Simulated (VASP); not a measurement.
Ru (space group P6_3/mmc): the measured cell of entry 9017842 of the Crystallography Open Database is

```
CELL_PARAMETERS angstrom
      2.70580     0.00000     0.00000
     -1.35290     2.34329     0.00000
      0.00000     0.00000     4.28190
ATOMIC_POSITIONS crystal
  Ru 0.33333 0.66667 0.25000
  Ru 0.66667 0.33333 0.75000
```

Calculation: PBEsol GGA, VASP's PBE PAW potentials (set 64) (plane waves; VASP 6.6.1). Numerical set-up: 400 eV cut-off, 17×17×10 Γ-centred mesh, tetrahedra with Blöchl corrections, potentials Ru_pv.

The calculation is for a static lattice at zero pressure; the measurement, whose temperature isn't given here, holds thermal and zero-point expansion. The entry's conditions were not checked, so it may have been measured under pressure.

How far does the relaxed conventional cell lie from the measured one?

```
             measured  computed  difference
-----------  --------  --------  ----------
a (Å)           2.706     2.690      -0.6 %
c (Å)           4.282     4.242      -0.9 %
V (Å³/atom)     13.57     13.29      -2.1 %
```

The structure comes from a measured Ru entry (P6_3/mmc) of the Crystallography Open Database, whose conditions weren't checked. It was relaxed first. Symmetry was kept, so distortions that lower it aren't found.
